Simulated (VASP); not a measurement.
An input for Ansatz (written as the equivalent of a VASP run, and not itself run):

Ansatz 0.2 input:
```yaml
crystal:
  lattice:
    - [3.0133676, 0.0000000, 0.0000000]
    - [-1.5066838, 2.6096531, 0.0000000]
    - [0.0000000, 0.0000000, 5.1487203]
  atoms:
    - { symbol: B, position: [0.0000000, 0.0000000, 0.0000000] }
    - { symbol: B, position: [0.0000000, 0.0000000, 0.5000000] }
    - { symbol: P, position: [0.3333330, 0.6666670, 0.2500000] }
    - { symbol: P, position: [0.6666670, 0.3333330, 0.7500000] }
kpoints:
  mp_grid: { grid: [11, 11, 6] }
hamiltonian:
  xc: pbesol
  pseudopotentials: { kind: paw }
scf:
  occupations: { method: methfessel_paxton, width: 0.1 }
  max_iter: 100
relax:
  max_steps: 60
  f_tol: 0.02
  cell: {}
output: { forces: true, stress: true, eigenvalues: true }
```

**Question.** Translate this input to VASP (INCAR, KPOINTS, POSCAR, choice of POTCAR).

**Answer.** This is not unique; one that fits is 
**INCAR**
```
SYSTEM = BP
PREC = Accurate
ENCUT = 520
EDIFF = 1E-6
NELM = 100
ALGO = Normal
LREAL = .FALSE.
LASPH = .TRUE.
ISMEAR = 1
SIGMA = 0.1
GGA = PS
LWAVE = .FALSE.
LCHARG = .FALSE.
IBRION = 2
ISIF = 3
NSW = 60
EDIFFG = -0.02
```

### POSCAR
```
BP
1.0
  3.0133675860   0.0000000000   0.0000000000
 -1.5066837930   2.6096531320   0.0000000000
  0.0000000000   0.0000000000   5.1487203150
B P
2 2
Cartesian
  0.0000000000   0.0000000000   0.0000000000
  0.0000000000   0.0000000000   2.5743601575
 -0.0000015067   1.7397696246   1.2871800788
  1.5066852997   0.8698835074   3.8615402363
```

### KPOINTS
```
Automatic
0
gamma
 11 11 6
```

POTCAR, in this order: B P (PBE.64 set). Program: vasp_std.

Limits of the translation: each code has its own PAW files, so the cut-off isn't converted (ENCUT is set for VASP's; basis.ecutwfc is left out, and Ansatz then takes the one that its files recommend); Ansatz stops its SCF on the density residual and VASP on the energy change (EDIFF).

The structure was generated: BP was put into the NiAs type type (P6_3/mmc), which need not be its known phase. This run relaxes it. Symmetry was kept, so distortions that lower it aren't found. The start is the result of an earlier pass.
